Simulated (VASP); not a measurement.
Calculation: LDA (Ceperley-Alder, Perdew-Zunger), VASP's LDA PAW potentials (set 64) (plane waves; VASP 6.6.1).

The input files of a VASP run:

**KPOINTS**
```
k-points along high-symmetry lines
10
Line-mode
Reciprocal
  0.000000   0.000000   0.000000 ! GAMMA
  0.000000   0.500000   0.000000 ! X

  0.000000   0.500000   0.000000 ! X
  0.500000   0.500000   0.000000 ! M

  0.500000   0.500000   0.000000 ! M
  0.000000   0.000000   0.000000 ! GAMMA

  0.000000   0.000000   0.000000 ! GAMMA
  0.000000   0.000000   0.500000 ! Z

  0.000000   0.000000   0.500000 ! Z
  0.000000   0.500000   0.500000 ! R

  0.000000   0.500000   0.500000 ! R
  0.500000   0.500000   0.500000 ! A

  0.500000   0.500000   0.500000 ! A
  0.000000   0.000000   0.500000 ! Z

  0.000000   0.500000   0.000000 ! X
  0.000000   0.500000   0.500000 ! R

  0.500000   0.500000   0.000000 ! M
  0.500000   0.500000   0.500000 ! A
```

INCAR:
```
! general
SYSTEM  = PbO
PREC    = Accurate
ENCUT   = 520   ! plane-wave cut-off (eV)
LREAL   = .FALSE.   ! projection in real space or not
LASPH   = .TRUE.
ICHARG  = 11

! electronic loop
EDIFF   = 1E-7
NELM    = 100
ALGO    = Normal   ! blocked Davidson
LMAXMIX = 4

! smearing
ISMEAR  = 0   ! Gaussian
SIGMA   = 0.05   ! width (eV)

! output
LWAVE   = .FALSE.
LCHARG  = .FALSE.
LORBIT  = 11
```

### POSCAR
```
PbO
1.0
  3.9443926837   0.0000000000   0.0000000000
  0.0000000000   3.9443926837   0.0000000000
  0.0000000000   0.0000000000   4.8878271118
Pb O
2 2
Cart
  1.9721963418   3.9443926837   3.7047473330
  0.0000000000   1.9721963418   1.1830797788
  1.9721963418   1.9721963418   0.0000000000
  3.9443926837   0.0000000000   0.0000000000
```

POTCAR, in this order: Pb_d O (LDA.64 set). Program: vasp_std. Read from the step before: CHGCAR.

What VASP printed:

OSZICAR:
```
       N       E                     dE             d eps       ncg     rms          rms(c)
DAV:   1     0.432104106498E+03    0.43210E+03   -0.20342E+04  4328   0.201E+03
DAV:   2     0.272813541575E+02   -0.40482E+03   -0.39838E+03  4576   0.498E+02
DAV:   3    -0.221688864323E+02   -0.49450E+02   -0.48229E+02  5800   0.187E+02
DAV:   4    -0.239312634120E+02   -0.17624E+01   -0.17613E+01  4736   0.383E+01
DAV:   5    -0.239966855711E+02   -0.65422E-01   -0.65412E-01  6168   0.709E+00
DAV:   6    -0.239982781970E+02   -0.15926E-02   -0.15926E-02  5368   0.106E+00
DAV:   7    -0.239983265422E+02   -0.48345E-04   -0.48345E-04  6432   0.155E-01
DAV:   8    -0.239983278129E+02   -0.12707E-05   -0.12707E-05  5480   0.194E-02
DAV:   9    -0.239983278208E+02   -0.78644E-08   -0.78829E-08  4136   0.228E-03
   1 F= -.23998328E+02 E0= -.23998328E+02  d E =-.265501E-12
```

### OUTCAR
```
 val. band max:        5.3198520910   @ k =   0.0000   0.1111   0.0000

 cond. band min:       6.3216025161   @ k =   0.5000   0.5000   0.0000



 k-point     1 :       0.0000    0.0000    0.0000
  band No.  band energies     occupation
      1     -13.0835      2.00000
      2     -12.5048      2.00000
      3     -10.7121      2.00000
      4     -10.7121      2.00000
      5     -10.6365      2.00000
      6     -10.6185      2.00000
      7     -10.5244      2.00000
      8     -10.4425      2.00000
      9     -10.4425      2.00000
     10     -10.4370      2.00000
     11     -10.4038      2.00000
     12      -8.9057      2.00000
     13      -1.9763      2.00000
     14      -1.5144      2.00000
     15       0.8000      2.00000
     16       0.8000      2.00000
     17       3.4924      2.00000
     18       3.5300      2.00000
     19       3.5300      2.00000
     20       5.3007      2.00000
     21       7.7975      0.00000
     22      10.8600      0.00000
     23      10.8600      0.00000
     24      10.9197      0.00000

 k-point     2 :       0.0000    0.0556    0.0000
  band No.  band energies     occupation
      1     -13.0758      2.00000
      2     -12.5067      2.00000
      3     -10.7102      2.00000
      4     -10.7102      2.00000
      5     -10.6338      2.00000
      6     -10.6166      2.00000
      7     -10.5253      2.00000
      8     -10.4481      2.00000
      9     -10.4438      2.00000
     10     -10.4239      2.00000
     11     -10.4056      2.00000
     12      -8.9146      2.00000
     13      -1.9946      2.00000
     14      -1.5098      2.00000
     15       0.8125      2.00000
     16       0.8198      2.00000
     17       3.3768      2.00000
     18       3.5079      2.00000
     19       3.5575      2.00000
     20       5.3088      2.00000
     21       7.8924      0.00000
     22      10.4609      0.00000
     23      10.8769      0.00000
     24      11.1143      0.00000

...
```

The density is held fixed in this step, so its total energy and stress have no physical meaning. Unless said otherwise, spin-orbit coupling is left out, though it shifts the bands of the heavy elements here.

The compound is PbO in the litharge structure. It was relaxed first.
